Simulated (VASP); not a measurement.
Consider the following.

```
BaTe
1.0
    0.00000     3.92887     3.92887
    3.92887     0.00000     3.92887
    3.92887     3.92887     0.00000
Ba Te
1 1
Cartesian
  0.00000   0.00000   0.00000
  1.96443   1.96443   1.96443
```

Level of theory: PBE GGA, VASP's PBE PAW potentials (set 64) (plane waves; VASP). Settings: 400 eV cut-off, Gaussian smearing of 0.050 eV, potentials Ba_sv Te.

Unless said otherwise, spin-orbit coupling is left out, though it shifts the bands of the heavy elements here.

Problem. Predict the band gap (along the path) with the smallest direct gap where there is one.

Solution. 
| Property | Result |
|---|---|
| band gap (along the path) | 2.56 eV |
| smallest direct gap (along the path) | 2.92 eV |

Total energies compare only between runs with the same potentials, cut-off and functional.

The structure was generated: BaTe was put into the zinc blende type (F-43m), which need not be its known phase. It was relaxed first, which changed the volume by -10 %.
